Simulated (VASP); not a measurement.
OInCl2H, 5 atoms in the cell. The cell holds a molecule in a box, 5 atoms: a = 13.000 Å, b = 13.000 Å, c = 12.000 Å, α = 90.00°, β = 90.00°, γ = 90.00°. 

```yaml
Program: VASP 6.6.1
Task: single point
Functional: PBE
Potentials_or_basis: VASP PAW PBE potentials, release 64 (O, In_d, Cl, H)
Cutoff: 520 eV
k_mesh: 1 × 1 × 1
Occupations: gaussian, width 0.01 eV
Spin: no spin polarisation
Further_INCAR_settings: ALGO = Normal; EDIFF = 1e-07; NBANDS = 25
```

Potentials or basis: VASP PAW PBE potentials, release 64 (O, In_d, Cl, H).

Command:

```bash
$ cat potpaw_PBE.64/O/POTCAR potpaw_PBE.64/In_d/POTCAR potpaw_PBE.64/Cl/POTCAR potpaw_PBE.64/H/POTCAR > POTCAR
$ mpirun -np 1 vasp_gam > vasp.out
```

Hardware: 1 thread of Intel(R) Xeon(R) Platinum 8375C CPU @ 2.90GHz (Ice Lake), on a shared host.

Estimate the wall time of this run.

Run time: 3.4 min on 1 thread of Intel(R) Xeon(R) Platinum 8375C CPU @ 2.90GHz (Ice Lake) (shared host), peak memory 1.4 GiB. Counts: scf iterations 30, k points 1.
